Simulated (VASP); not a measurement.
Consider the following.

```yaml
crystal:
  lattice:
    - [0.00000, 2.85411, 2.85411]
    - [2.85411, 0.00000, 2.85411]
    - [2.85411, 2.85411, 0.00000]
  atoms:
    - { symbol: Ga, position: [0.00000, 0.00000, 0.00000] }
    - { symbol: As, position: [0.25000, 0.25000, 0.25000] }
```

Calculation: PBE GGA with D3 dispersion (zero damping), VASP's PBE PAW potentials (set 64) (plane waves; VASP). Numerical set-up: 520 eV cut-off, 7×7×7 Γ-centred mesh, Gaussian smearing of 0.050 eV, potentials Ga_d As.

Q: Estimate the energy per atom (σ→0), band gap (on the k-mesh) with the smallest direct gap where there is one.

A: 
```
Item                                          Value
-----------------------------------  --------------
band gap (on the k-mesh)                    0.30 eV
smallest direct gap (on the k-mesh)         0.30 eV
energy per atom (σ→0)                -4.348 eV/atom
```

Total energies compare only between runs with the same potentials, cut-off and functional.

The compound is GaAs in the zinc blende structure. It was relaxed first. The start is the result of an earlier pass.
